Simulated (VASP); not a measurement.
Data:

```
CaSe
1.0
    4.20261     0.00000     0.00000
    0.00000     4.20261     0.00000
    0.00000     0.00000    26.94606
Ca Se
4 4
Cartesian
  0.00000   2.10131   9.01548
  2.10131   0.00000  11.98717
  0.00000   2.10131  14.95889
  2.10131   0.00000  17.93058
  0.00000   2.10131  11.98717
  2.10131   0.00000   9.01548
  0.00000   2.10131  17.93058
  2.10131   0.00000  14.95889
```

Method: r2SCAN meta-GGA, VASP's PBE PAW potentials (set 64) (plane waves; VASP). Run with PREC = Normal, EDIFF = 1E-5, 400 eV cut-off, 5×5×1 Γ-centred mesh, Gaussian smearing of 0.050 eV, potentials Ca_sv Se.

Task: The ions are relaxed. Predict the relaxed structure.

Result: 
```
CaSe
1.0
    4.20261     0.00000     0.00000
    0.00000     4.20261     0.00000
    0.00000     0.00000    26.94606
Ca Se
4 4
Cartesian
  0.00000   2.10131   9.09839
  2.10131   0.00000  11.95186
  0.00000   2.10131  14.99420
  2.10131   0.00000  17.84766
  4.20261   2.10131  12.00658
  2.10131   0.00000   8.95577
  0.00000   2.10131  17.99028
  2.10131   0.00000  14.93947
```

Task: How much energy does the relaxation gain?

Result: The energy (σ→0) changes by -5.2 meV/atom, in 7 ionic steps.

The cell is a thin slab with vacuum, built from CaSe (rock salt): (100) face.
